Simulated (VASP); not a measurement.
Write the native input for VASP 6.6.1 that does the following.

```yaml
Task: relaxation of cell and atoms
Functional: PBE
Potentials_or_basis: VASP PAW PBE potentials, release 64 (Sb, Te, O)
Cutoff: 520 eV
k_mesh: 8 × 8 × 4
Occupations: gaussian, width 0.1 eV
Spin: no spin polarisation
Further_INCAR_settings: ALGO = Normal; EDIFF = 1e-07; IBRION = 2; POTIM = 0.3; EDIFFG = -0.005; NSW = 60; ISIF = 3
```

The structure of Sb2Te3O2 lies in POSCAR:

```
Sb2Te3O2                                
1.0
    3.8103073798      0.0000000000      0.0000000000
    0.0000000000      3.8103073798      0.0000000000
    0.0000000000      0.0000000000     11.3913298995
  Sb              Te              O             
     2     3     2
Direct
     0.5000000000000000    0.0000000000000000    0.8896405178353511
     0.0000000000000000    0.5000000000000000    0.1103594821646488
     0.5000000000000000    0.0000000000000000    0.2825783279825411
     0.0000000000000000    0.0000000000000000    0.5000000000000000
     1.0000000000000000    0.5000000000000000    0.7174216720174590
     0.0000000000000000    0.0000000000000000    0.0000000000000000
     0.5000000000000000    0.5000000000000000    0.0000000000000000
```

The cell was built by a generator and needn't be a form met in nature.

The input as run:

INCAR

```
ALGO     = Normal         # electronic algorithm
EDIFF    = 1E-7           # SCF threshold, eV
EDIFFG   = -0.005         # ionic threshold
ENCUT    = 520            # plane-wave cutoff, eV
GGA      = PE             # functional
IBRION   = 2              # ionic algorithm
ISIF     = 3              # what is computed and relaxed
ISMEAR   = 0              # smearing method
KPAR     = 4            
LASPH    = True           # aspherical terms in the spheres
LCHARG   = False          # write CHGCAR
LREAL    = False          # projectors in reciprocal space
LWAVE    = False          # write WAVECAR
NELM     = 120            # most SCF steps
NSW      = 60             # ionic steps
POTIM    = 0.3            # step
PREC     = Accurate       # precision mode
SIGMA    = 0.1            # smearing width, eV
```

KPOINTS

```
k-points
0
Gamma
  8 8 4
```

Potentials or basis: VASP PAW PBE potentials, release 64 (Sb, Te, O).

Command:

```console
$ cat potpaw_PBE.64/Sb/POTCAR potpaw_PBE.64/Te/POTCAR potpaw_PBE.64/O/POTCAR > POTCAR
$ mpirun -np 4 vasp_std > vasp.out
```

It gave:

```yaml
Relaxed_volume: 23.64 Å³/atom
Relaxed_cell: a = 3.811 Å, b = 3.811 Å, c = 11.390 Å, α = 90.00°, β = 90.00°, γ = 90.00°
Space_group_after_relaxing_to_0.05_Å: P-4m2 (No. 115)
Energy_gained_by_relaxing: 0.0 meV/atom
Ionic_steps: 3
Pressure_after_relaxing: 0.0 GPa
Largest_force_after_relaxing: 0.004 eV/Å
Band_gap_on_the_k_mesh: none (metal or under the smearing width)
```

Wall time 2.1 min on 4 MPI ranks on Intel(R) Xeon(R) Platinum 8259CL CPU @ 2.50GHz (Skylake/Cascade Lake) (shared host), peak memory 0.38 GiB a rank.
